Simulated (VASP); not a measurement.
Energy against volume of Co (hcp). All values below come from PBE GGA with D3 dispersion (zero damping), VASP's PBE PAW potentials (set 64) (plane waves; VASP). Numerical set-up: 520 eV cut-off, 17×17×9 Γ-centred mesh, first-order Methfessel-Paxton smearing of 0.10 eV, potentials Co.

Shape and ions are relaxed at each volume.

```csv
V (Å³/atom),E (eV/atom)
9.891,-7.35239
10.207,-7.37565
10.523,-7.38281
10.838,-7.37647
```

Task: Fit these four points and predict the energy of the run at 11.154 Å³/atom.

Result: A cubic in V^(−2/3), the third-order Birch-Murnaghan form, passes through the four points with V0 = 10.52 Å³/atom and B0 = 228 GPa, and gives -7.3587 eV/atom there. The run gave -7.3590 eV/atom, -0.2 meV/atom from the fit; all five points give B0 = 227 GPa.

The compound is Co in the hcp structure. It was relaxed first, which changed the volume by -5 %.
